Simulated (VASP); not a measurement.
Here is the system:

```yaml
crystal:
  lattice:
    - [6.35288, 0.00000, 0.00000]
    - [0.00000, 6.35288, 0.00000]
    - [0.00000, 0.00000, 6.35288]
  atoms:
    - { symbol: Cs, position: [0.00000, 0.00000, 0.00000] }
    - { symbol: Sn, position: [0.50000, 0.50000, 0.50000] }
    - { symbol: I, position: [0.50000, 0.00000, 0.50000] }
    - { symbol: I, position: [0.00000, 0.50000, 0.50000] }
    - { symbol: I, position: [0.50000, 0.50000, 0.00000] }
```

Method: SCAN meta-GGA, VASP's PBE PAW potentials (set 64) (plane waves; VASP). Numerical set-up: 520 eV cut-off, 4×4×4 Γ-centred mesh, Gaussian smearing of 0.050 eV, potentials Cs_sv Sn_d I.

Problem. The job: CsSnI3 (cubic perovskite), 5 atoms, SCAN, static run, 520 eV, 4×4×4 Γ-centred mesh. Roughly how much core time does it take on a busy server core?

Solution. About 5 core-minutes (one run on a shared machine, a rough figure). It had 10 irreducible k-points, 26 bands, up to 6968 plane waves and 35 electronic steps.

The compound is CsSnI3 in the cubic perovskite structure, the ideal cubic form; the compound distorts at low or room temperature. This cell is one point of a volume scan, at 1.06 of the reference volume.
